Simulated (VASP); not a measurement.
Input:

```yaml
crystal:
  lattice:
    - [1.88241, 1.08681, 5.61530]
    - [-1.88241, 1.08681, 5.61530]
    - [0.00000, -2.17362, 5.61530]
  atoms:
    - { symbol: Cd, position: [0.00000, 0.00000, 0.00000] }
    - { symbol: Cl, position: [0.75117, 0.75117, 0.75117] }
    - { symbol: Cl, position: [0.24883, 0.24883, 0.24883] }
```

Level of theory: LDA (Ceperley-Alder, Perdew-Zunger), VASP's LDA PAW potentials (set 64) (plane waves; VASP). Numerical set-up: 400 eV cut-off, 8×8×8 Γ-centred mesh, tetrahedra with Blöchl corrections, potentials Cd Cl.

### Question
What does the run give for the energy per atom (σ→0), band gap (on the k-mesh) with the smallest direct gap where there is one?

### Answer

```
Property                                      Value
-----------------------------------  --------------
band gap (on the k-mesh)                    3.30 eV
smallest direct gap (on the k-mesh)         3.56 eV
energy per atom (σ→0)                -3.082 eV/atom
```

Only differences to runs with the same potentials and settings are physical.

The structure comes from a computed database's CdCl2 entry (R-3m); how it stands against other phases isn't given here. It was relaxed first, which changed the volume by -12 %.
